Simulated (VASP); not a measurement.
Write the native input for VASP 6.6.1 that does the following.

- Task: band structure
- Functional: PBE
- Potentials or basis: VASP PAW PBE potentials, release 64 (Ge_d, Sb, Te)
- Cutoff: 520 eV
- k mesh: 4 × 4 × 4
- Occupations: gaussian, width 0.1 eV
- Spin: spin-orbit coupling, no magnetisation
- Further INCAR settings: ALGO = Normal; EDIFF = 1e-06

The structure of GeSb2Te4 lies in POSCAR:

```
GeSb2Te4
1.0
    0.0000000000      6.3533700000      6.3533700000
    6.3533700000      0.0000000000      6.3533700000
    6.3533700000      6.3533700000      0.0000000000
Ge Sb Te
2 4 8
Direct
    0.2500000000      0.2500000000      0.2500000000
    0.0000000000      0.0000000000      0.0000000000
    0.6250000000      0.6250000000      0.6250000000
    0.1250000000      0.6250000000      0.6250000000
    0.6250000000      0.1250000000      0.6250000000
    0.6250000000      0.6250000000      0.1250000000
    0.3807390000      0.8577820000      0.3807390000
    0.3807390000      0.3807390000      0.3807390000
    0.3807390000      0.3807390000      0.8577820000
    0.8577820000      0.3807390000      0.3807390000
    0.3922180000      0.8692610000      0.8692610000
    0.8692610000      0.3922180000      0.8692610000
    0.8692610000      0.8692610000      0.3922180000
    0.8692610000      0.8692610000      0.8692610000
```

The cell was built by a generator and needn't be a form met in nature.

These files were run (other wordings do the same):

INCAR

```
PREC     = Accurate       # precision mode
ENCUT    = 520            # plane-wave cutoff, eV
EDIFF    = 1E-6           # SCF threshold, eV
ISMEAR   = 0              # smearing method
SIGMA    = 0.1            # smearing width, eV
LREAL    = F              # projectors in reciprocal space
LASPH    = T              # aspherical terms in the spheres
NELM     = 100            # most SCF steps
ALGO     = Normal         # electronic algorithm
ISIF     = 2              # what is computed and relaxed
LWAVE    = F              # write WAVECAR
LCHARG   = F              # write CHGCAR
MAGMOM   = 0 0 0 0 0 0 0 0 0 0 0 0 0 0 0 0 0 0 0 0 0 0 0 0 0 0 0 0 0 0 0 0 0 0 0 0 0 0 0 0 0 0 # initial moments
LORBIT   = 11             # projections on sites
LSORBIT  = T              # spin-orbit coupling
GGA_COMPAT= F            
GGA      = PE             # functional
KPAR     = 8
```

KPOINTS

```
Automatic mesh
0
Gamma
  4 4 4
```

KPOINTS_OPT

```
path GXWKGLUWLK,UX
10
line-mode
reciprocal
 0.0000000000  0.0000000000  0.0000000000  G
 0.5000000000  0.0000000000  0.5000000000  X

 0.5000000000  0.0000000000  0.5000000000  X
 0.5000000000  0.2500000000  0.7500000000  W

 0.5000000000  0.2500000000  0.7500000000  W
 0.3750000000  0.3750000000  0.7500000000  K

 0.3750000000  0.3750000000  0.7500000000  K
 0.0000000000  0.0000000000  0.0000000000  G

 0.0000000000  0.0000000000  0.0000000000  G
 0.5000000000  0.5000000000  0.5000000000  L

 0.5000000000  0.5000000000  0.5000000000  L
 0.6250000000  0.2500000000  0.6250000000  U

 0.6250000000  0.2500000000  0.6250000000  U
 0.5000000000  0.2500000000  0.7500000000  W

 0.5000000000  0.2500000000  0.7500000000  W
 0.5000000000  0.5000000000  0.5000000000  L

 0.5000000000  0.5000000000  0.5000000000  L
 0.3750000000  0.3750000000  0.7500000000  K

 0.6250000000  0.2500000000  0.6250000000  U
 0.5000000000  0.0000000000  0.5000000000  X
```

Potentials or basis: VASP PAW PBE potentials, release 64 (Ge_d, Sb, Te).

Command:

```bash
$ cat potpaw_PBE.64/Ge_d/POTCAR potpaw_PBE.64/Sb/POTCAR potpaw_PBE.64/Te/POTCAR > POTCAR
$ mpirun -np 8 vasp_ncl > vasp.out
```

It gave:

```
Pressure                                              : 0.1 GPa
Largest force                                         : 0.026 eV/Å
Valence electrons inside the program's atomic spheres : Ge 12.11; Sb 2.29; Te 3.35
```

Run time: 32 min on 8 MPI ranks on AMD EPYC 9R45 (Zen 5), with other jobs on the host, peak memory 2.4 GiB a rank.
